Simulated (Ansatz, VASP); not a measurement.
# AlNi in two plane-wave programs, part 2 of 2

Aim: how closely do two programs agree when they are given the same cell, functional and k mesh? The cell is taken from a series of runs on this material, whose earlier steps may have relaxed, scaled, displaced or heated it; both programs get it as it stands.

VASP 6.6.1 and Ansatz 0.2.0.

So far: The structure; Ansatz: zone-centre phonons, PBEsol.

### 3. VASP: zone-centre phonons, PBEsol

Level of this step: PBEsol, no spin polarisation; plane waves and PAW (Al, Ni) (VASP).

The same cell, functional, mesh and smearing now go to VASP, with its own data sets.

Lines of VASP's logs that name or quote its potential files are left out, and so is its time.

Contents of INCAR:

```
SYSTEM = AlNi
PREC = Accurate
ENCUT = 600
EDIFF = 1E-08
NELM = 120
ISMEAR = 1
SIGMA = 0.2
LREAL = .FALSE.
ALGO = Normal
GGA = PS
NBANDS = 12
LASPH = .TRUE.
LORBIT = 11
LWAVE = .FALSE.
LCHARG = .FALSE.
ISIF = 2
IBRION = 8
GGA_COMPAT = .FALSE.
KPAR = 2
```

Contents of POSCAR:

```
AlNi
1.0
    2.8723090047      0.0000000000      0.0000000000
    0.0000000000      2.8723090047      0.0000000000
    0.0000000000      0.0000000000      2.8331216952
Al Ni
1 1
Direct
    0.0000000000      0.0000000000      0.0000000000
    0.5000000000      0.5000000000      0.5000000000
```

Contents of KPOINTS:

```
Automatic mesh
0
Gamma
16 16 16
0 0 0
```

The projector-augmented-wave data sets are Al and Ni (PBE family, release 64).

Command:

```sh
$ mpirun -np 2 vasp_std
```

Numbers of over 12 decimals in the logs are rounded to 6 here.

The program printed:

```text
[banner, memory and clock lines left out]
running    2 mpi-ranks, on    1 nodes
 distrk:  each k-point on    1 cores,    2 groups
 distr:  one band on    1 cores,    1 groups

 POSCAR found type information on POSCAR AlNi
 POSCAR found :  2 types and       2 ions
|                                                                             |
|               ----> ADVICE to this user running VASP <----                  |
|                                                                             |
|     You enforced a specific xc type in the INCAR file but a different       |
|     [... a line on the potential file left out ...]
|     I HOPE YOU KNOW WHAT YOU ARE DOING!                                     |
|                                                                             |

 LDA part: xc-table for (Slater+PW92), standard interpolation
 POSCAR, INCAR and KPOINTS ok, starting setup
 FFT: planning ... GRIDC
 FFT: planning ... GRID_SOFT
 FFT: planning ... GRID
 WAVECAR not read
 entering main loop
       N       E                     dE             d eps       ncg     rms          rms(c)
DAV:   1     0.442060498217E+02    0.44206E+02   -0.61439E+03  9792   0.128E+03
DAV:   2    -0.114482054330E+02   -0.55654E+02   -0.51325E+02  9940   0.208E+02
DAV:   3    -0.132052795906E+02   -0.17571E+01   -0.17328E+01 11812   0.431E+01
DAV:   4    -0.132301747862E+02   -0.24895E-01   -0.24884E-01 10972   0.462E+00
DAV:   5    -0.132309092827E+02   -0.73450E-03   -0.73447E-03 11716   0.879E-01    0.128E+01
DAV:   6    -0.152066180205E+02   -0.19757E+01   -0.54279E+01 10796   0.117E+02    0.161E+01
DAV:   7    -0.116153814162E+02    0.35912E+01   -0.15626E+01 10908   0.695E+01    0.113E+00
DAV:   8    -0.116008124147E+02    0.14569E-01   -0.36757E-01 11912   0.713E+00    0.101E+00
DAV:   9    -0.115861556925E+02    0.14657E-01   -0.47539E-02 11828   0.315E+00    0.215E-01
DAV:  10    -0.115856371037E+02    0.51859E-03   -0.20734E-03 11940   0.685E-01    0.768E-02
DAV:  11    -0.115856396439E+02   -0.25402E-05   -0.64933E-05 11964   0.715E-02    0.255E-02
DAV:  12    -0.115856382583E+02    0.13856E-05   -0.51401E-06 13268   0.372E-02    0.392E-03
DAV:  13    -0.115856378927E+02    0.36562E-06   -0.20155E-07 14636   0.463E-03    0.168E-03
DAV:  14    -0.115856378904E+02    0.23322E-08   -0.23279E-08  7400   0.153E-03
   1 F= -.11585638E+02 E0= -.11585908E+02  d E =0.809026E-03
 Linear response reoptimize wavefunctions to high precision
DAV:   1    -0.115856379112E+02   -0.20894E-07   -0.87135E-09 11008   0.155E-03
DAV:   2    -0.115856379113E+02   -0.14552E-10   -0.76653E-11  5624   0.869E-05
 Linear response DOF=           4
 Linear response progress:
  Degree of freedom:   1/  4
       N       E                     dE             d eps       ncg     rms          rms(c)
RMM:   1    -0.585798616022E-02   -0.58580E-02    0.31005E-03 39120   0.646E-01
RMM:   2    -0.557483669695E-02    0.28315E-03   -0.11767E-04 26520   0.231E-01    0.595E-02
RMM:   3    -0.556744026391E-02    0.73964E-05   -0.10583E-04 28530   0.821E-02    0.296E-02
RMM:   4    -0.564166843944E-02   -0.74228E-04   -0.42784E-05 28466   0.497E-02    0.603E-03
RMM:   5    -0.564727156240E-02   -0.56031E-05   -0.25179E-06 28899   0.118E-02    0.172E-03
RMM:   6    -0.564784541675E-02   -0.57385E-06   -0.11912E-07 28809   0.277E-03    0.823E-04
RMM:   7    -0.564780709112E-02    0.38326E-07   -0.11930E-08 27177   0.125E-03    0.654E-04
RMM:   8    -0.564772565929E-02    0.81432E-07   -0.28037E-09 30313   0.402E-04    0.240E-04
RMM:   9    -0.564798490924E-02   -0.25925E-06   -0.57648E-11 30409   0.124E-04    0.108E-05
RMM:  10    -0.564795399558E-02    0.30914E-07    0.23706E-10 30775   0.428E-05    0.820E-06
RMM:  11    -0.564797033913E-02   -0.16344E-07    0.12906E-11 30567   0.185E-05    0.262E-06
RMM:  12    -0.564796811924E-02    0.22199E-08   -0.56259E-11 30411   0.843E-06    0.663E-07
 first order change of Fermi-energy   0.33340E-04
 force on displaced ion       1 direction 1 :  -6.332   0.000   0.000
 Linear response progress:
  Degree of freedom:   2/  4
       N       E                     dE             d eps       ncg     rms          rms(c)
RMM:   1    -0.562050113133E-02   -0.56205E-02    0.19115E-03 21555   0.621E-01
RMM:   2    -0.534425395024E-02    0.27625E-03   -0.13546E-04 14832   0.220E-01    0.572E-02
RMM:   3    -0.533970980601E-02    0.45441E-05   -0.93368E-05 15825   0.771E-02    0.289E-02
RMM:   4    -0.541157272783E-02   -0.71863E-04   -0.38922E-05 15806   0.475E-02    0.582E-03
RMM:   5    -0.541700403725E-02   -0.54313E-05   -0.20935E-06 16044   0.112E-02    0.180E-03
RMM:   6    -0.541781493143E-02   -0.81089E-06   -0.95485E-08 15450   0.298E-03    0.875E-04
RMM:   7    -0.541779000623E-02    0.24925E-07   -0.18412E-08 14801   0.153E-03    0.589E-04
RMM:   8    -0.541767837517E-02    0.11163E-06   -0.13207E-09 16750   0.458E-04    0.243E-04
RMM:   9    -0.541794367731E-02   -0.26530E-06   -0.18287E-11 16818   0.135E-04    0.781E-06
RMM:  10    -0.541791472299E-02    0.28954E-07    0.93309E-10 16963   0.453E-05    0.104E-05
RMM:  11    -0.541792908361E-02   -0.14361E-07    0.78122E-11 16991   0.186E-05    0.380E-06
RMM:  12    -0.541792787856E-02    0.12051E-08   -0.61687E-11 16755   0.856E-06    0.374E-07
 first order change of Fermi-energy  -0.13539E-03
 force on displaced ion       1 direction 3 :  -0.000   0.000  -6.295
 Linear response progress:
  Degree of freedom:   3/  4
       N       E                     dE             d eps       ncg     rms          rms(c)
RMM:   1    -0.186536688992E+00   -0.18654E+00   -0.99071E-02 25820   0.266E+00
RMM:   2    -0.185115927175E+00    0.14208E-02   -0.16681E-03 25923   0.499E-01    0.132E-01
RMM:   3    -0.185122929379E+00   -0.70022E-05   -0.12456E-04 27724   0.961E-02    0.778E-02
RMM:   4    -0.185557511413E+00   -0.43458E-03   -0.18834E-04 29736   0.107E-01    0.540E-03
RMM:   5    -0.185535414777E+00    0.22097E-04   -0.34370E-06 30439   0.196E-02    0.342E-03
RMM:   6    -0.185528372572E+00    0.70422E-05   -0.21453E-07 27894   0.554E-03    0.244E-03
RMM:   7    -0.185516787600E+00    0.11585E-04   -0.89882E-08 28854   0.354E-03    0.469E-04
RMM:   8    -0.185511081966E+00    0.57056E-05   -0.98201E-09 31404   0.872E-04    0.661E-05
RMM:   9    -0.185510427028E+00    0.65494E-06   -0.14668E-09 31864   0.180E-04    0.109E-05
RMM:  10    -0.185510317196E+00    0.10983E-06   -0.85631E-10 32217   0.630E-05    0.691E-06
RMM:  11    -0.185510363702E+00   -0.46506E-07   -0.86049E-10 31845   0.347E-05    0.222E-06
RMM:  12    -0.185510360304E+00    0.33985E-08   -0.74926E-10 31615   0.235E-05    0.531E-07
 first order change of Fermi-energy   0.70116E-03
 force on displaced ion       2 direction 1 :  -6.360   0.000   0.000
 Linear response progress:
  Degree of freedom:   4/  4
       N       E                     dE             d eps       ncg     rms          rms(c)
RMM:   1    -0.185953737244E+00   -0.18595E+00   -0.98286E-02 14352   0.266E+00
RMM:   2    -0.184635666792E+00    0.13181E-02   -0.16736E-03 14416   0.496E-01    0.130E-01
RMM:   3    -0.184620938018E+00    0.14729E-04   -0.12456E-04 15394   0.967E-02    0.773E-02
RMM:   4    -0.185029200089E+00   -0.40826E-03   -0.19518E-04 16438   0.110E-01    0.617E-03
RMM:   5    -0.185014376670E+00    0.14823E-04   -0.37636E-06 16731   0.215E-02    0.452E-03
RMM:   6    -0.185004611093E+00    0.97656E-05   -0.26518E-07 15100   0.642E-03    0.282E-03
RMM:   7    -0.184988887807E+00    0.15723E-04   -0.74046E-08 16632   0.294E-03    0.361E-04
RMM:   8    -0.184984308579E+00    0.45792E-05   -0.42087E-09 17522   0.590E-04    0.749E-05
RMM:   9    -0.184983908333E+00    0.40025E-06   -0.57735E-09 17461   0.215E-04    0.323E-05
RMM:  10    -0.184983396808E+00    0.51152E-06   -0.42061E-09 17208   0.876E-05    0.112E-05
RMM:  11    -0.184983475910E+00   -0.79102E-07   -0.18034E-09 17269   0.442E-05    0.181E-06
RMM:  12    -0.184983479235E+00   -0.33247E-08   -0.70222E-10 17815   0.253E-05    0.150E-06
 first order change of Fermi-energy   0.25913E-02
 force on displaced ion       2 direction 3 :   0.000  -0.000  -6.307
 Linear response finished
```

OUTCAR, selected parts (step 3):

```text
ion  position               nearest neighbor table
   1  0.000  0.000  0.000-   2 2.48   2 2.48   2 2.48   2 2.48   2 2.48   2 2.48   2 2.48   2 2.48

  LATTYP: Found a simple tetragonal cell.
 ALAT       =     2.8723090047
 C/A-ratio  =     0.9863568615

 Subroutine GETGRP returns: Found 16 space group operations
 (whereof 16 operations were pure point group operations)

The static configuration has the point symmetry D_4h.

 Found    405 irreducible k-points:

   k-points           NKPTS =    405   k-points in BZ     NKDIM =    405   number of bands    NBANDS=     12

   dimension x,y,z NGX =    24 NGY =   24 NGZ =   24
   dimension x,y,z NGXF=    48 NGYF=   48 NGZF=   48

   ENCUT  =  600.0 eV  44.10 Ry    6.64 a.u.   5.74  5.74  5.66*2*pi/ulx,y,z

   NELECT =      13.0000    total number of electrons

 k-points in reciprocal lattice and weights: Automatic mesh
   0.00000000  0.00000000  0.00000000       0.000
   0.06250000  0.00000000  0.00000000       0.001
   0.12500000  0.00000000  0.00000000       0.001
   0.18750000  0.00000000  0.00000000       0.001
   0.25000000  0.00000000  0.00000000       0.001
   0.31250000  0.00000000  0.00000000       0.001
   0.37500000  0.00000000  0.00000000       0.001
   0.43750000  0.00000000  0.00000000       0.001
   0.50000000  0.00000000  0.00000000       0.000
[...]
0.50000000  0.43750000  0.50000000       0.001
   0.50000000  0.50000000  0.50000000       0.000

 average (electrostatic) potential at core
       1 -69.4752       2 -81.0738

  Total        0.0212322      0.0212322      0.2308108      0.0000000      0.0000000      0.0000000
  in kB        1.4553888      1.4553888     15.8211906      0.0000000      0.0000000      0.0000000
  external PRESSURE =       6.2439894 kB  Pullay stress =       0.0000000 kB

  energy-cutoff  :      600.00
  volume of cell :       23.37
      direct lattice vectors                 reciprocal lattice vectors
     2.872309005  0.000000000  0.000000000     0.348151957  0.000000000  0.000000000
     0.000000000  2.872309005  0.000000000     0.000000000  0.348151957  0.000000000
     0.000000000  0.000000000  2.833121695     0.000000000  0.000000000  0.352967542

 POSITION                                       TOTAL-FORCE (eV/Angst)
 -----------------------------------------------------------------------------------
      0.00000      0.00000      0.00000         0.000000      0.000000      0.000000
      1.43615      1.43615      1.41656         0.000000      0.000000      0.000000
 -----------------------------------------------------------------------------------
    total drift:                                0.000000      0.000000     -0.000000

 Eigenvectors and eigenvalues of the dynamical matrix
 ----------------------------------------------------

   1 f  =    9.156402 THz    57.531369 2PiTHz  305.424689 cm-1    37.867818 meV
             X         Y         Z           dx          dy          dz
      0.000000  0.000000  0.000000     0.000000    0.827095    0.000000
      1.436155  1.436155  1.416561    -0.000000   -0.562062   -0.000000

   2 f  =    9.156402 THz    57.531369 2PiTHz  305.424689 cm-1    37.867818 meV
             X         Y         Z           dx          dy          dz
      0.000000  0.000000  0.000000     0.827095   -0.000000   -0.000000
      1.436155  1.436155  1.416561    -0.562062    0.000000    0.000000

   3 f  =    9.125983 THz    57.340240 2PiTHz  304.410014 cm-1    37.742015 meV
             X         Y         Z           dx          dy          dz
      0.000000  0.000000  0.000000    -0.000000   -0.000000    0.827429
      1.436155  1.436155  1.416561     0.000000    0.000000   -0.561570

   4 f/i=    0.004161 THz     0.026145 2PiTHz    0.138802 cm-1     0.017209 meV
             X         Y         Z           dx          dy          dz
      0.000000  0.000000  0.000000    -0.000000   -0.000000    0.561570
      1.436155  1.436155  1.416561    -0.000000   -0.000000    0.827429

   5 f/i=    0.009616 THz     0.060422 2PiTHz    0.320770 cm-1     0.039770 meV
             X         Y         Z           dx          dy          dz
      0.000000  0.000000  0.000000    -0.306185   -0.471343   -0.000000
      1.436155  1.436155  1.416561    -0.450562   -0.693600   -0.000000

   6 f/i=    0.009616 THz     0.060422 2PiTHz    0.320770 cm-1     0.039770 meV
             X         Y         Z           dx          dy          dz
      0.000000  0.000000  0.000000     0.471343   -0.306185   -0.000000
      1.436155  1.436155  1.416561     0.693600   -0.450562   -0.000000

 ELASTIC MODULI CONTR FROM IONIC RELAXATION (kBar)
 Direction    XX          YY          ZZ          XY          YZ          ZX
 --------------------------------------------------------------------------------
 XX           0.0000      0.0000      0.0000      0.0000      0.0000      0.0000
 YY           0.0000      0.0000      0.0000      0.0000      0.0000      0.0000
 ZZ           0.0000      0.0000      0.0000      0.0000      0.0000      0.0000
 XY           0.0000      0.0000      0.0000      0.0000      0.0000      0.0000
 YZ           0.0000      0.0000      0.0000      0.0000      0.0000      0.0000
 ZX           0.0000      0.0000      0.0000      0.0000      0.0000      0.0000
 --------------------------------------------------------------------------------
```

This run has no spin polarisation, so a moment on Ni, if there is one, isn't seen. Its electron count is odd, so without a moment it is a metal by construction.

### 4. Side by side

Known differences besides the potentials themselves: the data sets hold 21 valence electrons in Ansatz (on its PAW soft_1 files) and 13 in VASP; the cutoff is 420 eV in Ansatz and 600 eV in VASP; Ansatz makes its cores anew for this functional, VASP keeps those of its PBE data sets. Total energies have different zeros and are not compared.

Compared:

| quantity | Ansatz | VASP | difference |
| --- | --- | --- | --- |
| optical mode 1 (cm⁻¹) | 303.1 | 304.4 | -0.45 % |
| optical mode 2 to 3 (cm⁻¹) | 303.9 | 305.4 | -0.50 % |

Modes are paired by rising frequency, not by their patterns, so a pair may set unlike modes beside each other; they are those without the splitting of longitudinal modes.

### 5. Outcome

| Property | Result |
| --- | --- |
| r.m.s. difference of the optical zone-centre modes, each program's sorted by frequency (zone-centre phonons, PBEsol) | 1.5 cm⁻¹ |

The r.m.s. difference of the optical zone-centre modes, each program's sorted by frequency is 1.5 cm⁻¹ (zone-centre phonons, PBEsol). The data sets hold unlike numbers of valence electrons (21 in Ansatz and 13 in VASP), so part of the differences comes from the potentials. Such differences can come from data sets, numerical settings and the points named under the comparisons, not from the functional's error against experiment.

[Lines on the potential files, build, host, timing and source positions are cut from VASP's logs without a mark.]

[Logs are printed without paths, hosts, clocks, repeated set-up lines and the standing remarks that a program may print on its own settings, such as how far it seeks lower states.]

[Hosts, paths, dates, database ids (printed as entryN), source tags and the programs' standing remarks are cut or masked in the printed files.]
